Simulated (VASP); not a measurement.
These are MS2 meta-GGA, VASP's PBE PAW potentials (set 64) (plane waves; VASP) values and carry that method's errors.

VASP input:

File POSCAR:
```
HfC
3.2292240
  0.0000000000   0.7071067237   0.7071067237
  0.7071067237   0.0000000000   0.7071067237
  0.7071067237   0.7071067237   0.0000000000
Hf C
1 1
Direct
  0.0000000000   0.0000000000   0.0000000000
  0.5000000000   0.5000000000   0.5000000000
```

File KPOINTS:
```
Regular mesh
0
G
  14 14 14
```

### INCAR
```
SYSTEM=HfC
PREC=Accurate; ENCUT=520; LREAL=.False.
LASPH=.True.
EDIFF=1E-7; NELM=100; ALGO=Normal
LMAXMIX=6; LMIXTAU=.True.
ISMEAR=1; SIGMA=0.1
METAGGA=MS2
ISIF=2
LWAVE=.False.; LCHARG=.False.
```

POTCAR, in this order: Hf_pv C (PBE.64 set). Program: vasp_std.

The run wrote:

### OUTCAR
```
 ion  position               nearest neighbor table
   1  0.000  0.000  0.000-   2 2.28   2 2.28   2 2.28   2 2.28   2 2.28   2 2.28
   2  0.500  0.500  0.500-   1 2.28   1 2.28   1 2.28   1 2.28   1 2.28   1 2.28
  LATTYP: Found a face centered cubic cell.
 ALAT       =     4.5668120056
 Subroutine PRICEL returns:
 Original cell was already a primitive cell.
 Subroutine GETGRP returns: Found 48 space group operations
The static configuration has the point symmetry O_h .
The dynamic configuration has the point symmetry O_h .
 Subroutine INISYM returns: Found 48 space group operations
 Subroutine IBZKPT returns following result:
 Found    104 irreducible k-points:

 Following reciprocal coordinates:
            Coordinates               Weight
  0.000000  0.000000  0.000000      1.000000
  0.071429  0.000000  0.000000      8.000000
  0.142857  0.000000  0.000000      8.000000
  0.214286  0.000000  0.000000      8.000000
  0.285714  0.000000  0.000000      8.000000
  0.357143  0.000000  0.000000      8.000000
  0.428571  0.000000  0.000000      8.000000
  0.500000  0.000000  0.000000      4.000000
  0.071429  0.071429  0.000000      6.000000
  0.142857  0.071429  0.000000     24.000000
  0.214286  0.071429  0.000000     24.000000
  0.285714  0.071429  0.000000     24.000000
  0.357143  0.071429  0.000000     24.000000
  0.428571  0.071429  0.000000     24.000000
  0.500000  0.071429  0.000000     24.000000
 -0.428571  0.071429  0.000000     24.000000
 -0.357143  0.071429  0.000000     24.000000
 -0.285714  0.071429  0.000000     24.000000
 -0.214286  0.071429  0.000000     24.000000
 -0.142857  0.071429  0.000000     24.000000
 -0.071429  0.071429  0.000000     12.000000
  0.142857  0.142857  0.000000      6.000000
  0.214286  0.142857  0.000000     24.000000
  0.285714  0.142857  0.000000     24.000000
...
```

OSZICAR:
```
       N       E                     dE             d eps       ncg     rms          rms(c)
DAV:   1     0.232428594191E+02    0.23243E+02   -0.76868E+03  2288   0.120E+03
DAV:   2    -0.226348546200E+02   -0.45878E+02   -0.43037E+02  2956   0.213E+02
DAV:   3    -0.243664163464E+02   -0.17316E+01   -0.17107E+01  2902   0.315E+01
DAV:   4    -0.243818558030E+02   -0.15439E-01   -0.15414E-01  2724   0.310E+00
DAV:   5    -0.243820597766E+02   -0.20397E-03   -0.20396E-03  2922   0.283E-01    0.709E+01
DAV:   6    -0.567257160943E+01    0.18709E+02   -0.16074E+01  2668   0.340E+01    0.451E+01
DAV:   7    -0.937626264459E+01   -0.37037E+01   -0.33873E+00  2429   0.165E+01    0.112E+01
DAV:   8    -0.636487768760E+01    0.30114E+01   -0.42130E+00  2410   0.152E+01    0.537E+00
DAV:   9    -0.624934650791E+01    0.11553E+00   -0.34409E-01  2409   0.581E+00    0.288E+00
DAV:  10    -0.629481839616E+01   -0.45472E-01   -0.12951E-02  2811   0.106E+00    0.164E+00
DAV:  11    -0.644030954979E+01   -0.14549E+00   -0.10556E-01  2315   0.351E+00    0.866E-01
DAV:  12    -0.644004378355E+01    0.26577E-03   -0.21361E-03  2698   0.449E-01    0.694E-01
DAV:  13    -0.643897987674E+01    0.10639E-02   -0.45045E-04  2705   0.176E-01    0.569E-01
DAV:  14    -0.644069793784E+01   -0.17181E-02   -0.12011E-02  2420   0.749E-01    0.901E-01
DAV:  15    -0.644106534972E+01   -0.36741E-03   -0.18930E-03  2372   0.376E-01    0.880E-01
DAV:  16    -0.644067843328E+01    0.38692E-03   -0.46787E-04  2402   0.187E-01    0.535E-01
DAV:  17    -0.644084858174E+01   -0.17015E-03   -0.11688E-04  2358   0.134E-01    0.551E-01
DAV:  18    -0.644073736697E+01    0.11121E-03   -0.97019E-05  2365   0.107E-01    0.395E-01
DAV:  19    -0.644079907131E+01   -0.61704E-04   -0.32924E-05  2740   0.608E-02    0.238E-01
DAV:  20    -0.644067855150E+01    0.12052E-03   -0.30037E-05  2614   0.512E-02    0.122E-01
DAV:  21    -0.644072405885E+01   -0.45507E-04   -0.45816E-06  2716   0.227E-02    0.618E-02
DAV:  22    -0.644068436481E+01    0.39694E-04   -0.88664E-07  2559   0.107E-02    0.479E-02
DAV:  23    -0.644070978900E+01   -0.25424E-04   -0.27724E-07  2303   0.624E-03    0.193E-02
DAV:  24    -0.644068711573E+01    0.22673E-04   -0.31222E-07  2284   0.559E-03    0.102E-02
DAV:  25    -0.644069369750E+01   -0.65818E-05   -0.29777E-08  1162   0.192E-03    0.497E-03
DAV:  26    -0.644068862497E+01    0.50725E-05   -0.60595E-08  1162   0.197E-03    0.125E-03
DAV:  27    -0.644068918102E+01   -0.55605E-06   -0.73576E-09  1162   0.994E-04    0.986E-05
DAV:  28    -0.644068874835E+01    0.43267E-06   -0.14420E-09  1162   0.357E-04    0.545E-05
DAV:  29    -0.644068870477E+01    0.43583E-07   -0.17689E-10  1162   0.127E-04
   1 F= -.64406887E+01 E0= -.64406694E+01  d E =-.580237E-04
```

File OUTCAR:
```
------------------------ aborting loop because EDIFF is reached ----------------------------------------
  FORCE on cell =-STRESS in cart. coord.  units (eV):
  Direction    XX          YY          ZZ          XY          YZ          ZX
  --------------------------------------------------------------------------------------
  Total        1.2095728      1.2095728      1.2095728      0.0000000      0.0000000      0.0000000
  in kB       81.3885228     81.3885228     81.3885228      0.0000000      0.0000000      0.0000000
  external PRESSURE =      81.3885228 kB  Pullay stress =       0.0000000 kB
  volume of cell :       23.81
      direct lattice vectors                 reciprocal lattice vectors
     0.000000000  2.283406003  2.283406003    -0.218971133  0.218971133  0.218971133
     2.283406003  0.000000000  2.283406003     0.218971133 -0.218971133  0.218971133
     2.283406003  2.283406003  0.000000000     0.218971133  0.218971133 -0.218971133
 POSITION                                       TOTAL-FORCE (eV/Angst)
 -----------------------------------------------------------------------------------
      0.00000      0.00000      0.00000        -0.000000      0.000000      0.000000
      2.28341      2.28341      2.28341         0.000000      0.000000     -0.000000
 -----------------------------------------------------------------------------------
    total drift:                                0.000000     -0.000000     -0.000000
  FREE ENERGIE OF THE ION-ELECTRON SYSTEM (eV)
  ---------------------------------------------------
  free  energy   TOTEN  =        -6.4406887048 eV

  energy  without entropy=       -6.4406306811  energy(sigma->0) =       -6.44066936
```
(Selected blocks of OUTCAR.)

The compound is HfC in the rock salt structure. This cell is one point of a volume scan, at 0.97 of the reference volume.
